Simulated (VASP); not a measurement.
Consider the following.

```
CELL_PARAMETERS angstrom
      4.66140     0.00000     0.00000
      0.00000     4.66140     0.00000
      0.00000     0.00000     4.66140
ATOMIC_POSITIONS crystal
  Cs 0.00000 0.00000 0.00000
  I  0.50000 0.50000 0.50000
```

Computed with PBE GGA, VASP's PBE PAW potentials (set 64) (plane waves; VASP). Numerical set-up: 400 eV cut-off, 5×5×5 Γ-centred mesh, Gaussian smearing of 0.050 eV, potentials Cs_sv I.

What does the run give for the energy per atom (σ→0)?

- energy per atom (σ→0): -2.721 eV/atom

The compound is CsI in the CsCl type structure. The cell was not relaxed at this level.
